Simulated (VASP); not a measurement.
Method: LDA (Ceperley-Alder, Perdew-Zunger), VASP's LDA PAW potentials (set 64) (plane waves; VASP).

VASP input:

**KPOINTS**
```
Automatic mesh
0
Gamma
7 7 7
0 0 0
```

POSCAR:
```
CoSi
1.0
  4.2180614171   0.0000000000   0.0000000000
  0.0000000000   4.2180614171   0.0000000000
  0.0000000000   0.0000000000   4.2180614171
Co Si
4 4
direct
  0.8520270626   0.6479729374   0.3520270626
  0.3520270626   0.8520270626   0.6479729374
  0.1479729374   0.1479729374   0.1479729374
  0.6479729374   0.3520270626   0.8520270626
  0.1558236622   0.3441763378   0.6558236622
  0.6558236622   0.1558236622   0.3441763378
  0.8441763378   0.8441763378   0.8441763378
  0.3441763378   0.6558236622   0.1558236622
```

**INCAR**
```
# general
SYSTEM   =  CoSi
PREC     =  Accurate
ENCUT    =  500
LREAL    =  .False.
LASPH    =  .True.

# electronic loop
EDIFF    =  1E-6
NELM     =  100
ALGO     =  Normal
LMAXMIX  =  4

# smearing
ISMEAR   =  1
SIGMA    =  0.1

# ions
IBRION   =  2
NSW      =  40
ISIF     =  3
EDIFFG   =  -0.02
PSTRESS  =  450

# output
LWAVE    =  .False.
LCHARG   =  .False.
```

POTCAR, in this order: Co Si (LDA.64 set). Program: vasp_std.

### Question
What will the output report for the number of irreducible k-points (NKPTS), largest plane-wave count, number of space-group operations, FFT grid (NGX, NGY, NGZ)?

### Answer

| Quantity | Value |
|---|---|
| number of irreducible k-points (NKPTS) | 24 |
| largest plane-wave count | 1935 |
| number of space-group operations | 12 |
| FFT grid (NGX, NGY, NGZ) | 32 × 32 × 32 |

The compound is CoSi in the B20 structure. This run relaxes it under an external pressure of 45 GPa. Symmetry was kept, so distortions that lower it aren't found. The run is not spin-polarised, so no magnetic state was tried.
